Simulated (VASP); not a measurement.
OSZICAR of a VASP run on MnF2 (rutile):

**OSZICAR**
```
       N       E                     dE             d eps       ncg     rms          rms(c)
DAV:   1     0.708595381198E+03    0.70860E+03   -0.31557E+04  3976   0.191E+03
DAV:   2     0.294590126442E+02   -0.67914E+03   -0.65653E+03  4288   0.547E+02
DAV:   3    -0.409483503104E+02   -0.70407E+02   -0.69902E+02  4296   0.184E+02
DAV:   4    -0.427887339115E+02   -0.18404E+01   -0.18355E+01  4600   0.298E+01
DAV:   5    -0.428184111665E+02   -0.29677E-01   -0.29675E-01  4056   0.433E+00    0.203E+01
DAV:   6    -0.395530497813E+02    0.32654E+01   -0.22645E+01  4624   0.359E+01    0.152E+01
DAV:   7    -0.396574059928E+02   -0.10436E+00   -0.15975E+00  4008   0.974E+00    0.103E+01
DAV:   8    -0.395072380338E+02    0.15017E+00   -0.46531E-01  4064   0.608E+00    0.330E+00
DAV:   9    -0.396751658306E+02   -0.16793E+00   -0.11310E-01  4792   0.364E+00    0.897E-01
DAV:  10    -0.396796009663E+02   -0.44351E-02   -0.18800E-02  3856   0.885E-01    0.178E-01
DAV:  11    -0.396799206250E+02   -0.31966E-03   -0.71043E-04  4512   0.229E-01    0.682E-02
DAV:  12    -0.396801718884E+02   -0.25126E-03   -0.12452E-04  4168   0.831E-02    0.479E-02
DAV:  13    -0.396802370707E+02   -0.65182E-04   -0.61822E-05  4200   0.477E-02    0.170E-02
DAV:  14    -0.396802519684E+02   -0.14898E-04   -0.21125E-05  4312   0.310E-02    0.601E-03
DAV:  15    -0.396802521674E+02   -0.19907E-06   -0.78698E-07  3744   0.678E-03    0.282E-03
DAV:  16    -0.396802525289E+02   -0.36148E-06   -0.47422E-07  3680   0.430E-03    0.113E-03
DAV:  17    -0.396802524745E+02    0.54436E-07   -0.15636E-08  2312   0.111E-03
   1 F= -.39680252E+02 E0= -.39680252E+02  d E =0.000000E+00  mag=     0.0000
```

Which electronic solver shows in the log?

It is blocked Davidson (ALGO = Normal, or the opening steps of other solvers). The INCAR had ALGO = Normal.

How was spin treated?

Collinear spin (ISPIN = 2): the summary line carries one mag value, 0.00 μB in the cell.

Can the final energy be trusted as converged?

Self-consistency was reached. It stopped with EDIFF = 1E-7, NELM = 100 (AM05 GGA, plane waves, VASP's PBE PAW potentials (set 64)).

The compound is MnF2 in the rutile structure. It was relaxed first.
